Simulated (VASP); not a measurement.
Data:

```
Ca
1.0
    0.00000     2.79000     2.79000
    2.79000     0.00000     2.79000
    2.79000     2.79000     0.00000
Ca
1
Direct
  0.00000   0.00000   0.00000
```

Method: PBEsol GGA, VASP's PBE PAW potentials (set 64) (plane waves; VASP). Settings: 400 eV cut-off, 10×10×10 Γ-centred mesh, first-order Methfessel-Paxton smearing of 0.10 eV, potentials Ca_sv.

What does the run give for the energy per atom (σ→0), pressure, band gap (on the k-mesh) with the smallest direct gap where there is one?

band gap (on the k-mesh): none (metal, semimetal or under 0.01 eV)
energy per atom (σ→0): -2.126 eV/atom
pressure: -1.11 GPa

The compound is Ca in the fcc structure. The cell was not relaxed at this level. The run is one of a series of settings (GGA = PS against the base run), some of them coarse on purpose.
